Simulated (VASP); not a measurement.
Level of theory: LDA (Ceperley-Alder, Perdew-Zunger), VASP's LDA PAW potentials (set 64) (plane waves; VASP).

The input files of a VASP run:

POSCAR:
```
CsBr
1
    0.0000000000     3.6610350000     3.6610350000
    3.6610350000     0.0000000000     3.6610350000
    3.6610350000     3.6610350000     0.0000000000
Cs Br
1 1
Direct
  0.0000000000   0.0000000000   0.0000000000
  0.5000000000   0.5000000000   0.5000000000
```

File KPOINTS:
```
Automatic mesh
0
Gamma
6 6 6
0 0 0
```

### INCAR
```
ALGO=Normal
EDIFF=1E-6
EDIFFG=-0.01
ENCUT=400
IBRION=2
ISIF=3
ISMEAR=0
LASPH=T
LCHARG=F
LMAXMIX=4
LREAL=F
LWAVE=F
NELM=100
NSW=60
PREC=Accurate
SIGMA=0.05
SYSTEM=CsBr
```

POTCAR, in this order: Cs_sv Br (LDA.64 set). Program: vasp_std.

Problem. What will the output report for the number of irreducible k-points (NKPTS), number of bands (NBANDS), largest plane-wave count, number of space-group operations, FFT grid (NGX, NGY, NGZ)?

Solution. 
```
Property                                      Result
--------------------------------------  ------------
number of irreducible k-points (NKPTS)            16
number of bands (NBANDS)                          12
largest plane-wave count                        1807
number of space-group operations                  48
FFT grid (NGX, NGY, NGZ)                36 × 36 × 36
```

The structure comes from a computed database's CsBr entry (Fm-3m); how it stands against other phases isn't given here. This run relaxes it. Symmetry was kept, so distortions that lower it aren't found.
